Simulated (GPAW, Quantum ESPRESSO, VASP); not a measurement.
## Code comparison for Ag3Pd2Sr (P6/mmm, 6 atoms in the cell)

Self-consistent single point.

```
Ag3Pd2Sr
1.0
    5.54858     0.00000     0.00000
   -2.77429     4.80521     0.00000
    0.00000     0.00000     4.55616
Sr Ag Pd
1 3 2
Direct
  0.00000   0.00000   0.00000
  0.50000   0.00000   0.50000
  0.50000   0.50000   0.50000
  0.00000   0.50000   0.50000
  0.33333   0.66667   0.00000
  0.66667   0.33333   0.00000
```

All programs got the same cell, k-point mesh and kind of occupations (in VASP's words: KPOINTS grid = 6 6 6; KPOINTS shift = 0 0 0; ISMEAR = 0; SIGMA = 0.2 eV); potentials, basis and cutoffs are each program's usual ones.

| code | model | pressure (GPa) | cutoff |
|---|---|---|---|
| VASP | PBEsol, VASP's PBE PAW potentials (set 64) | -3.20 | 300 eV |
| Quantum ESPRESSO | PBEsol, GBRV 1.5 ultrasoft (PBESOL) pseudopotentials | -3.63 | 40 Ry |
| GPAW | PBEsol, GPAW PAW datasets PBEsol (made by gpaw-setup) | -2.89 | 550 eV |

The spread over the programs that give each value: pressure within 0.74 GPa.

The starting cell comes from a database of computed structures (which also holds hypothetical and non-ambient phases and stackings), without a prior relaxation at this level. On VASP's run: Spin polarisation is off. In the base run, with a pressure of about -3 GPa the cell is away from its equilibrium volume at this level.

Q: Why do the programs differ, and what cannot be compared?

A: Differences of this kind can come from the potentials, where these differ, and from what each basis and cutoff leave unconverged. The valence holds different numbers of electrons (VASP 63, Quantum ESPRESSO 99, GPAW 93). The zero of total energies and Fermi levels follows the potentials and each program's conventions, so they are not compared here.

VASP's run is marked for a possible Pulay error in its stress at this cutoff; no cutoff test was made.

Left out of this page: Ansatz, ABINIT, Elk, FLEUR and SIESTA (not drawn, or without a comparable value).
